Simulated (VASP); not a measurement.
Consider the following.

```xyz
3
Lattice="0.0000 2.5353 2.5353 2.5353 0.0000 2.5353 2.5353 2.5353 0.0000" Properties=species:S:1:pos:R:3 pbc="T T T"
Si     1.2677     1.2677     1.2677
Si     3.8030     3.8030     3.8030
Ni     0.0000     0.0000     0.0000
```

The numbers are results of PBEsol GGA, VASP's PBE PAW potentials (set 64) (plane waves; VASP), not measurements. Run with 500 eV cut-off, 10×10×10 Γ-centred mesh, first-order Methfessel-Paxton smearing of 0.10 eV, potentials Si Ni.

Question: Predict the energy per atom (σ→0), pressure, band gap (on the k-mesh) with the smallest direct gap where there is one.

Answer: 
The band gap (on the k-mesh) comes out as none (metal, semimetal or under 0.01 eV). The energy per atom (σ→0) is -6.068 eV/atom. The pressure is 44.97 GPa.

Only differences to runs with the same potentials and settings are physical.

The compound is NiSi2 in the fluorite structure. It was relaxed first under an external pressure of 45 GPa. The run is not spin-polarised, so no magnetic state was tried.
